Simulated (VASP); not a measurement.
VASP ran on this input.

**POSCAR**
```
CdP2
1.0
  9.8628475728   0.0000000000   0.0000000000
  0.0000000000   5.3931939265   0.0000000000
  0.0000000000   0.0000000000   5.1530527128
Cd P
4 8
Cartesian
  3.4256703659   2.1544594315   1.2754642943
  6.4371772069   3.2387344950   3.8519906507
  1.5057534205   4.8510563948   3.8519906507
  8.3570941523   0.5421375317   1.2754642943
  4.9951941666   1.2345563345   3.0785638676
  4.8676534062   4.1586375920   0.5020375112
  9.7990771926   3.9311532978   0.5020375112
  0.0637703802   1.4620406287   3.0785638676
  1.1933778201   3.0241994837   2.0733744868
  8.6694697527   2.3689944428   4.6499008432
  3.7380459663   0.3276025205   4.6499008432
  6.1248016065   5.0655914060   2.0733744868
```

INCAR:
```
SYSTEM = CdP2
PREC = Accurate; ENCUT = 400; LREAL = .FALSE.
LASPH = .TRUE.
EDIFF = 1E-6; NELM = 100; ALGO = Normal
LMAXMIX = 4
ISMEAR = 0; SIGMA = 0.05
GGA = PS
IBRION = 2; NSW = 60; ISIF = 3
EDIFFG = -0.02
LWAVE = .FALSE.; LCHARG = .FALSE.
```

**KPOINTS**
```
Automatic mesh
0
Gamma
2 4 4
0 0 0
```

POTCAR, in this order: Cd P (PBE.64 set). Program: vasp_std.

Q: Write an equivalent input for Quantum ESPRESSO's pw.x.

A: One equivalent input (not run):
```
&CONTROL
  calculation = 'vc-relax'
  pseudo_dir = './pseudo'
  outdir = './out'
  tprnfor = .true.
  tstress = .true.
  nstep = 60
  forc_conv_thr = 0.00078
/
&SYSTEM
  ibrav = 0
  nat = 12
  ntyp = 2
  ecutwfc = 102
  occupations = 'smearing'
  smearing = 'gaussian'
  degauss = 0.003675
  input_dft = 'pbesol'
/
&ELECTRONS
  conv_thr = 7.3e-08
  electron_maxstep = 100
/
&IONS
/
&CELL
/
ATOMIC_SPECIES
  Cd 112.414 Cd.upf
  P 30.974 P.upf
CELL_PARAMETERS angstrom
     9.8628476    0.0000000    0.0000000
     0.0000000    5.3931939    0.0000000
     0.0000000    0.0000000    5.1530527
ATOMIC_POSITIONS crystal
  Cd   0.3473308  0.3994775  0.2475163
  Cd   0.6526692  0.6005225  0.7475163
  Cd   0.1526692  0.8994775  0.7475163
  Cd   0.8473308  0.1005225  0.2475163
  P    0.5064657  0.2289101  0.5974253
  P    0.4935343  0.7710899  0.0974253
  P    0.9935343  0.7289101  0.0974253
  P    0.0064657  0.2710899  0.5974253
  P    0.1209973  0.5607437  0.4023585
  P    0.8790027  0.4392563  0.9023585
  P    0.3790027  0.0607437  0.9023585
  P    0.6209973  0.9392563  0.4023585
K_POINTS automatic
  2 4 4 0 0 0
```
The two are equivalent in intent, not identical: the potentials are each code's own (VASP's PAW set, PseudoDojo norm-conserving files in pw.x), so ENCUT and ecutwfc are chosen apart and not converted; conv_thr bounds pw.x's estimated SCF error, while EDIFF bounds the energy change between steps; forc_conv_thr acts on force components and is met together with etot_conv_thr.

The structure comes from a computed database's CdP2 entry (Pna2_1); how it stands against other phases isn't given here. This run relaxes it. Symmetry was kept, so distortions that lower it aren't found. The start is the result of an earlier pass.
